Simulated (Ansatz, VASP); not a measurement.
# C3N4 in two plane-wave programs, part 2 of 2

Wanted: the spread between two codes on one cell, functional and k mesh. The cell is taken from a series of runs on this material, whose earlier steps may have relaxed, scaled, displaced or heated it; both programs get it as it stands.

VASP 6.6.1 and Ansatz 0.2.0.

So far: Starting point; VASP: relaxation of cell and atoms, PBEsol.

**3. Ansatz: relaxation of cell and atoms, PBEsol**

Level of this step: Ansatz beside VASP: Kohn-Sham DFT, plane waves, PBEsol (Ansatz).

Ansatz runs on its default PAW (the set named soft_2) files.

The same cell, functional, mesh and smearing now go to Ansatz, which takes its cutoff from its data sets.

Contents of input.yaml:

```yaml
crystal:
  lattice:
    - [3.4300519579, 0.0, 0.0]
    - [0.0, 3.4300519579, 0.0]
    - [0.0, 0.0, 3.4300519579]
  atoms:
    - { symbol: C, position: [0.0, 0.0, 0.5] }
    - { symbol: C, position: [0.5, 0.0, 0.0] }
    - { symbol: C, position: [0.0, 0.5, 0.0] }
    - { symbol: "N", position: [0.2460281646, 0.2460281646, 0.7539718354] }
    - { symbol: "N", position: [0.7539718354, 0.7539718354, 0.7539718354] }
    - { symbol: "N", position: [0.2460281646, 0.7539718354, 0.2460281646] }
    - { symbol: "N", position: [0.7539718354, 0.2460281646, 0.2460281646] }
kpoints:
  mp_grid: { grid: [8, 8, 8] }
hamiltonian:
  xc: pbesol
scf:
  occupations: { method: gaussian, width: 0.02 }
output:
  forces: true
  stress: true
  eigenvalues: true
relax:
  adjacent_minimum: "off"
  f_tol: 0.005
  max_steps: 80
  cell: { stress_tol: 0.05 }
```

Started as:

```sh
> ansatz run input.yaml --threads 4 --pin off --max-ram 7168MiB --backend cpu --events-out ev --progress --plain --runs-dir out
```

Numbers of over 12 decimals in the logs are rounded to 6 here.

The log of the run:

```text
Engine: ansatz 0.2.0, aarch64-unknown-linux-gnu
Pseudopotentials: kind: paw
Pseudopotential: C, paw, valence charge 4, recommended cutoff 420 eV (normal), C.paw.azcp
Pseudopotential: N, paw, valence charge 5, recommended cutoff 420 eV (normal), N.paw.azcp
Functional definition: PBEsol
  exchange = pbesol_x
  correlation = pbesol_c
Crystal: 7 atoms, lattice volume = 40.355 Å³
Basis set: ecut = 420 eV, 751 PW (Γ), exchange–correlation on 48×48×48 points (8 copies of the dense FFT grid, shifted against one another)
Bands: 23, of which v1, the nominal top of the filled ones, is band 16 counted from 1 (15 counted from 0)
Symmetry: 24 space group operations
Space group: P-43m (ITA 215), of the structure as read, at distance tolerance 3.4e-5 Å
k-points: 35 of 512 (time reversal used)
Non-local potential: C, projectors of the file, l = 0: 2, l = 1: 2, l = 2: 1
Non-local potential: N, projectors of the file, l = 0: 2, l = 1: 2, l = 2: 1
PAW form: soft (Blöchl's): semilocal exchange-correlation on the pseudo side does not see the compensation charge
PAW frozen core: C, regenerated for the run's functional, and the local potential with it (the file was generated under x = pbe(κ = 0.804, μ = 0.219515), c = pbe(β = 0.066725))
PAW frozen core: N, regenerated for the run's functional, and the local potential with it (the file was generated under x = pbe(κ = 0.804, μ = 0.219515), c = pbe(β = 0.066725))
PAW one-centre angular grid: C, 110 points (default); XC on 64 Gauss nodes
PAW one-centre angular grid: N, 110 points (default); XC on 64 Gauss nodes
Initial density: superposition of atomic densities (neutral atoms: chi_scale 0, normalization atom), corrected by the library's trained network
Initial wavefunctions: pseudopotential atomic-orbital guess
Functional: x = pbesol(κ = 0.804, μ = 0.123457), c = pbesol(β = 0.046)
SCF iter   1: F=—  HF=-2250.579942 eV  |F-HF|=—  |Δ(HF+E_count)|=         —  Δρ=1.12e-2  dr2=3.99e-2  ethr=1.77e-3  ⟨swp⟩=6.1  Hψ=3788  notcnv=0
preconditioner: auto → Resta (q_TF=auto, 2.625 Å⁻¹)  ε∞=4.5  [insulator: Δε(μ)=2.479 eV  Ē_g=17.673 eV  σ=0.020 eV  W_gap=1.00  n_scr=18 (ndim 8)  ℏωp=33.1 eV  f_vac=0.000  D(μ)=0.00/eV (n_scr^D=0)  ε∞_Penn≈4.5]
SCF iter   2: F=—  HF=-2250.570579 eV  |F-HF|=—  |Δ(HF+E_count)|=   9.36e-3  Δρ=5.83e-3  dr2=9.71e-3  ethr=1.25e-4  ⟨swp⟩=2.2  Hψ=1381  notcnv=0  defer=74
SCF iter   3: F=—  HF=-2250.568241 eV  |F-HF|=—  |Δ(HF+E_count)|=   2.34e-3  Δρ=1.39e-3  dr2=6.07e-4  ethr=3.04e-5  ⟨swp⟩=2.7  Hψ=1406  notcnv=0  defer=74
SCF iter   4: F=—  HF=-2250.568167 eV  |F-HF|=—  |Δ(HF+E_count)|=   7.47e-5  Δρ=3.79e-4  dr2=2.48e-5  ethr=1.90e-6  ⟨swp⟩=2.5  Hψ=1359  notcnv=0  defer=74
SCF iter   5: F=—  HF=-2250.568318 eV  |F-HF|=—  |Δ(HF+E_count)|=   1.52e-4  Δρ=5.35e-5  dr2=5.40e-7  ethr=7.76e-8  ⟨swp⟩=2.7  Hψ=1310  notcnv=0  defer=74
SCF iter   6: F=-2250.568318 eV  HF=-2250.568318 eV  |F-HF|=2.19e-8  |Δ(HF+E_count)|=   1.99e-8  Δρ=1.21e-5  dr2=2.29e-8  ethr=3.13e-10  ⟨swp⟩=9.6  Hψ=3758  notcnv=0
SCF 1 converged in 6 iterations: F = -2250.568318 eV  dr2 = 2.29e-8
  greatest PAW one-centre occupation: 0.782 electrons in one spin orbital (limit 2), on the N atom at site 3 (counted from 0), in its partial waves of l = 0
relax step   1: F+E_penalty+E_count = -2250.56831844 eV  Δ(F+E_penalty+E_count) = +0.000e0 eV  max|allowed force component| = 1.141e-4 eV/Å  Δτ_max = 0.0000 Å  P = -0.020 GPa  Ω = 40.355 Å³  (6 SCF iters, dr2 threshold 1.00e-7 eV, accepted)
Initial density: handed on by an earlier stage of this run
Initial wavefunctions: pseudopotential atomic-orbital guess (no wavefunctions were taken with the density)
iter 1 solved again at ethr=1.12e-7 eV; its pass at ethr=3.10e-3 eV (dr2=3.57e-5 eV) is discarded
SCF iter   1: F=—  HF=-2250.568189 eV  |F-HF|=—  |Δ(HF+E_count)|=         —  Δρ=1.19e-5  dr2=2.19e-8  ethr=1.12e-7  ⟨swp⟩=3.6  Hψ=6183  notcnv=0
preconditioner: auto → Resta (q_TF=auto, 2.625 Å⁻¹)  ε∞=4.5  [insulator: Δε(μ)=2.438 eV  Ē_g=17.649 eV  σ=0.020 eV  W_gap=1.00  n_scr=18 (ndim 8)  ℏωp=33.1 eV  f_vac=0.000  D(μ)=0.00/eV (n_scr^D=0)  ε∞_Penn≈4.5]
SCF iter   2: F=—  HF=-2250.568318 eV  |F-HF|=—  |Δ(HF+E_count)|=   1.29e-4  Δρ=7.15e-6  dr2=8.27e-9  ethr=6.83e-11  ⟨swp⟩=3.0  Hψ=1550  notcnv=0
SCF iter   3: F=—  HF=-2250.568318 eV  |F-HF|=—  |Δ(HF+E_count)|=   9.65e-9  Δρ=1.92e-6  dr2=8.55e-10  ethr=2.58e-11  ⟨swp⟩=2.1  Hψ=1329  notcnv=0
SCF iter   4: F=—  HF=-2250.568318 eV  |F-HF|=—  |Δ(HF+E_count)|=  5.87e-11  Δρ=7.34e-7  dr2=9.61e-11  ethr=2.67e-12  ⟨swp⟩=2.9  Hψ=1524  notcnv=0
SCF iter   5: F=-2250.568318 eV  HF=-2250.568318 eV  |F-HF|=9.09e-13  |Δ(HF+E_count)|=  2.73e-12  Δρ=1.81e-7  dr2=7.77e-12  ethr=1.00e-12  ⟨swp⟩=4.1  Hψ=2536  notcnv=0
SCF 2 converged in 5 iterations: F = -2250.568318 eV  dr2 = 7.77e-12
relax step   2: F+E_penalty+E_count = -2250.56831844 eV  Δ(F+E_penalty+E_count) = -3.002e-9 eV  max|allowed force component| = 1.231e-4 eV/Å  Δτ_max = 0.0000 Å  P = -0.019 GPa  Ω = 40.355 Å³  stress off target by 1.89e-2 GPa  SCF on the basis re-selected at this cell (its energy is not comparable with the rows above)  (5 SCF iters)
basis re-selected at this cell: Δ(F+E_penalty+E_count) = -3.002e-9 eV, ΔP = +0.001 GPa vs the last step (what re-selecting the basis moved, of the pressure what is left beyond the Pulay correction that the steps carried, after the strain that the cell walked since its last selection, with what the two solves' SCF thresholds leave and, on support functions, any second-order correction that the steps lacked; it is no m [...]
SCF converged after 5 iterations
Free energy (F): -2250.568318 eV
Harris-Foulkes:  -2250.568318 eV  (|F-HF|=9.09e-13)
Internal energy: -2250.568318 eV  (E = F + TS)
E sigma→0 (E₀):  -2250.568318 eV
Fermi energy:    14.571433 eV
--- Per-component energies (eV) ---
  E_band       = 90.386885
  E_kinetic    = 805.896852
  E_local      = -807.580806  (includes V_loc(G=0)·N_el)
  E_nonlocal   = 261.648477
  E_hartree    = 205.509169
  E_xc         = -381.555612
  E_vxc        = -482.741267  (∫ρ·V_xc dr)
  E_paw        = -776.738701  (= ΣΔE_a)
  E_vpaw       = -97.855157  (= ΣTr[D̂ρ^β])
  E_aug_tail   = 0.000403  (compensation charges beyond the density's cutoff)
  E_ewald      = -1557.923797
  E_core_change = 0.175697  (= ΣΔE_core)
  E_smearing   = -0.000000  (= −TS)
  E_closure    = 0.000000  (closes the sum)
  Σ components = -2250.568318   (vs F -2250.568318, Δ=0.00e0)
--- Forces (eV/Å), atoms counted from 1 ---
  atom   1  C     -0.00000000     0.00000000    -0.00000000
  atom   2  C     -0.00000000     0.00000000     0.00000000
  atom   3  C     -0.00000000     0.00000000     0.00000000
  atom   4  N      0.00012312     0.00012312    -0.00012312
  atom   5  N     -0.00012312    -0.00012312    -0.00012312
  atom   6  N      0.00012312    -0.00012312     0.00012312
  atom   7  N     -0.00012312     0.00012312     0.00012312
  max |Σ_I F_I| component: 5.94e-16 eV/Å
--- Stress (GPa, compression-positive) ---
       -0.018916      -0.000000       0.000000
        0.000000      -0.018916      -0.000000
        0.000000      -0.000000      -0.018916
  P = ⅓ Tr σ = -0.0189 GPa (-0.189 kbar)
--- Band table (eV; the first three rows and the last of 35) ---
  k-point 0: bands = [... 12 lower, 6.8133, 13.3525, 13.3525, 13.3525, 15.7903, 15.7903, 15.7903, 18.6598, ... 3 higher]
  k-point 1: bands = [... 12 lower, 6.6488, 12.9980, 13.1380, 13.1380, 15.8506, 16.3696, 16.3696, 18.8683, ... 3 higher]
  k-point 2: bands = [... 12 lower, 6.6532, 12.0582, 12.6184, 12.6184, 16.0559, 17.9079, 17.9079, 19.1819, ... 3 higher]
  k-point 34: bands = [... 12 lower, 7.6506, 13.0986, 13.0986, 13.0986, 19.3616, 19.3616, 19.3616, 19.9691, ... 3 higher]
--- Relaxed structure (1 steps of the walk, 1 accepted, 1 SCFs on fresh bases) ---
  F+E_penalty+E_count = -2250.56831844 eV   max|allowed force component| = 1.231e-4 eV/Å   (the final SCF, on the basis selected at the relaxed cell)
  cell:  # Å, volume = 40.3554 Å³
    - [3.4300519579, 0.0, 0.0]
    - [0.0, 3.4300519579, 0.0]
    - [0.0, 0.0, 3.4300519579]
  atoms:
    - { symbol: C, position: [0.0, 0.0, 0.5] }
    - { symbol: C, position: [0.5, 0.0, 0.0] }
    - { symbol: C, position: [0.0, 0.5, 0.0] }
    - { symbol: N, position: [0.2460281646, 0.2460281646, 0.7539718354] }
    - { symbol: N, position: [0.7539718354, 0.7539718354, 0.7539718354] }
    - { symbol: N, position: [0.2460281646, 0.7539718354, 0.2460281646] }
    - { symbol: N, position: [0.7539718354, 0.2460281646, 0.2460281646] }
```

**4. Side by side**

Known differences besides the potentials themselves: the cutoff is 420 eV in Ansatz and 600 eV in VASP; Ansatz makes its cores anew for this functional, VASP keeps those of its PBE data sets; Ansatz adds a Pulay correction to the stress that steers its cell, VASP none. Total energies have different zeros and are not compared.

Compared:

```
                                         quantity  Ansatz   VASP  difference
                                      volume (Å³)   40.36  40.41     -0.14 %
edge a after relaxation, in the typed setting (Å)   3.430  3.432     -0.05 %
```

**5. Summary of results**

```yaml
difference_in_volume_relaxation_of_cell_and_atoms_pbesol: -0.14 %
```

**Reading.** The difference in volume is -0.14 % (relaxation of cell and atoms, PBEsol), within the 1.2 % picked in this series as the mark of a large difference, as far as the stopping tolerances let one tell. 1 further run of this series is not shown here. Such differences can come from data sets, numerical settings and the points named under the comparisons, not from the functional's error against experiment.

[Lines on the potential files, build, host, timing and source positions are cut from VASP's logs without a mark.]

[Logs are printed without paths, hosts, clocks, repeated set-up lines and the standing remarks that a program may print on its own settings, such as how far it seeks lower states.]

[Hosts, paths, dates, database ids (printed as entryN), source tags and the programs' standing remarks are cut or masked in the printed files.]
